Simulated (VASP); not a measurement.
VASP runs on ZnS (space group P6_3mc) share one base input (PBE GGA, plane waves, VASP's PBE PAW potentials (set 64)) and change the settings named in each case.

POSCAR:
```
ZnS
1
    3.7620330000     0.0000000000     0.0000000000
   -1.8810170000     3.2580160000     0.0000000000
    0.0000000000     0.0000000000     6.1662430000
Zn S
2 2
Direct
  0.3333330000   0.6666670000   0.0001400000
  0.6666670000   0.3333330000   0.5001400000
  0.3333330000   0.6666670000   0.3748600000
  0.6666670000   0.3333330000   0.8748600000
```

INCAR:
```
! general
SYSTEM   =  ZnS
PREC     =  Accurate
ENCUT    =  300
LREAL    =  .False.   ! projection in real space or not
LASPH    =  .True.

! electronic loop
EDIFF    =  1E-6   ! SCF stop (eV)
NELM     =  100   ! most electronic steps
ALGO     =  Normal
LMAXMIX  =  4

! smearing
ISMEAR   =  -1   ! Fermi-Dirac
SIGMA    =  0.05

! functional
GGA      =  PE

! ions
ISIF     =  2

! output
LWAVE    =  .False.
LCHARG   =  .False.
```

**KPOINTS**
```
Automatic mesh
0
Gamma
5 5 3
0 0 0
```

POTCAR, in this order: Zn S (PBE.64 set). Program: vasp_std.

| change | E(σ→0) (eV/atom) | pressure (GPa) |
|---|---|---|
| base run | -3.3965 | 5.25 |
| GGA removed, POTCAR Zn S (LDA.64 set) | -4.0938 | -1.34 |
| KPOINTS 7×7×4 Γ-centred mesh | -3.3999 | 5.20 |
| LDAU = .TRUE., LDAUJ = 0 0, LDAUL = 2 -1, LDAUTYPE = 2, LDAUU = 5.0 0 | -3.2257 | 3.10 |
 Energies of different potentials or functionals have different zeros.  At 300 eV the pressure can carry a Pulay error.

Left out are runs that ran out of time, are held back, or changed the cell or the kind of run, fixed moments of cells without a moment, rows past the twelfth, gaps on odd meshes, pressures of charged cells and columns that move by less than the noise.

The structure comes from a computed database's ZnS entry; how it stands against other phases isn't given here. The cell was not relaxed at this level, its lattice was scaled by up to 2.5 %.
